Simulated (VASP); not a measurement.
```
CdMg
1.0
    1.60058     0.92410     4.75745
   -1.60058     0.92410     4.75745
    0.00000    -1.84819     4.75745
Mg Cd
1 1
Direct
  0.50000   0.50000   0.50000
  0.00000   0.00000   0.00000
```

Level of theory: PBEsol GGA, VASP's PBE PAW potentials (set 64) (plane waves; VASP). Run with 400 eV cut-off, 12×12×12 Γ-centred mesh, first-order Methfessel-Paxton smearing of 0.10 eV, potentials Mg Cd.

Q: What does the run give for the energy per atom (σ→0), band gap (on the k-mesh) with the smallest direct gap where there is one?

A: 
```
Item                                                        Result
------------------------  ----------------------------------------
band gap (on the k-mesh)  none (metal, semimetal or under 0.01 eV)
energy per atom (σ→0)                               -1.531 eV/atom
```

The absolute energy has meaning only against runs of the same code, potentials and settings.

The structure comes from a computed database's MgCd entry (R-3m); how it stands against other phases isn't given here. It was relaxed first. The start is the result of an earlier pass.
